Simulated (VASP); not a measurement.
Input:

```yaml
crystal:
  lattice:
    - [-2.00119, 2.00119, 5.32567]
    - [2.00119, -2.00119, 5.32567]
    - [2.00119, 2.00119, -5.32567]
  atoms:
    - { symbol: Zr, position: [0.00000, 0.00000, 0.00000] }
    - { symbol: Zr, position: [0.75000, 0.25000, 0.50000] }
    - { symbol: O, position: [0.79850, 0.79850, 0.00000] }
    - { symbol: O, position: [0.54850, 0.04850, 0.50000] }
    - { symbol: O, position: [0.95150, 0.45150, 0.50000] }
    - { symbol: O, position: [0.20150, 0.20150, 0.00000] }
```

Level of theory: PBEsol GGA, VASP's PBE PAW potentials (set 64) (plane waves; VASP 6.6.1). Numerical set-up: 520 eV cut-off, 9×9×9 Γ-centred mesh, tetrahedra with Blöchl corrections, potentials Zr_sv O.

Q: What does the run give for the energy per atom (σ→0)?

A: 
- energy per atom (σ→0) = -9.970 eV/atom

Only differences to runs with the same potentials and settings are physical.

The structure comes from a computed database's ZrO2 entry (I4_1/amd); how it stands against other phases isn't given here. It was relaxed first.
